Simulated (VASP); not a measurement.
Here is a VASP 6.6.1 calculation.

The input INCAR:

```
  PREC = Accurate
  ENCUT = 520
  EDIFF = 1E-6
  ISMEAR = 0
  SIGMA = 0.15
  LREAL = F
  LASPH = T
  NELM = 100
  ALGO = Fast
  ISIF = 2
  LWAVE = F
  LCHARG = F
  GGA = CA
  NBANDS = 16
```

The input KPOINTS:

```
Automatic mesh
0
Gamma
  18 18 18
```

POSCAR

```
WC
1.0
    0.0000000000      2.1926840000      2.0830498000
    2.1926840000      0.0000000000      2.0830498000
    2.1926840000      2.1926840000      0.0000000000
W C
1 1
Direct
    0.0000000000      0.0000000000      0.0000000000
    0.5000000000      0.5000000000      0.5000000000
```

Potentials or basis: VASP PAW LDA potentials, release 64 (W_sv, C).

Command:

```console
$ cat potpaw_LDA.64/W_sv/POTCAR potpaw_LDA.64/C/POTCAR > POTCAR
$ mpirun -np 1 vasp_std > vasp.out
```

(1) What does it give for the pressure?

(2) What does it give for the band gap on the k mesh?

Results:

(1) 8.2 GPa.

(2) none (metal or under the smearing width).
